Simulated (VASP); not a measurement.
Input for VASP

**INCAR**
```
SYSTEM = CdS
PREC = Accurate
ENCUT = 500
EDIFF = 1E-6
NELM = 100
ALGO = Normal
LREAL = .FALSE.
LASPH = .TRUE.
ISMEAR = 0
SIGMA = 0.05
GGA = PS
LMAXMIX = 4
LWAVE = .FALSE.
LCHARG = .FALSE.
IBRION = 2
ISIF = 3
NSW = 40
EDIFFG = -0.02
PSTRESS = 450
```

**KPOINTS**
```
Automatic mesh
0
Gamma
7 7 4
0 0 0
```

### POSCAR
```
CdS
1.0
  1.7881180535  -3.0970940101   0.0000000000
  1.7881180535   3.0970940101   0.0000000000
  0.0000000000   0.0000000000   6.7479468661
Cd S
2 2
Cart
  1.7881180535  -1.0323667348   3.5097908739
  1.7881180535   1.0323667348   0.1358174408
  1.7881180535  -1.0323667348   5.7821319608
  1.7881180535   1.0323667348   2.4081585277
```

POTCAR, in this order: Cd S (PBE.64 set). Program: vasp_std.

Question: Write an equivalent input for Quantum ESPRESSO's pw.x.

Answer: One equivalent input (not run):
```
&CONTROL
  calculation = 'vc-relax'
  pseudo_dir = './pseudo'
  outdir = './out'
  tprnfor = .true.
  tstress = .true.
  nstep = 40
  forc_conv_thr = 0.00078
/
&SYSTEM
  ibrav = 0
  nat = 4
  ntyp = 2
  ecutwfc = 102
  occupations = 'smearing'
  smearing = 'gaussian'
  degauss = 0.003675
  input_dft = 'pbesol'
/
&ELECTRONS
  conv_thr = 7.3e-08
  electron_maxstep = 100
/
&IONS
/
&CELL
  press = 450
/
ATOMIC_SPECIES
  Cd 112.414 Cd.upf
  S 32.060 S.upf
CELL_PARAMETERS angstrom
     1.7881181   -3.0970940    0.0000000
     1.7881181    3.0970940    0.0000000
     0.0000000    0.0000000    6.7479469
ATOMIC_POSITIONS crystal
  Cd   0.6666670  0.3333330  0.5201272
  Cd   0.3333330  0.6666670  0.0201272
  S    0.6666670  0.3333330  0.8568728
  S    0.3333330  0.6666670  0.3568728
K_POINTS automatic
  7 7 4 0 0 0
```
What does not carry over: the potentials are each code's own (VASP's PAW set, PseudoDojo norm-conserving files in pw.x), so ENCUT and ecutwfc are chosen apart and not converted; conv_thr bounds pw.x's estimated SCF error, while EDIFF bounds the energy change between steps; forc_conv_thr acts on force components and is met together with etot_conv_thr.

The compound is CdS in the wurtzite structure. This run relaxes it under an external pressure of 45 GPa. Symmetry was kept, so distortions that lower it aren't found. The k-mesh is coarse (spacing up to 0.31 per Å, 2π included), so the numbers may not be converged in it.
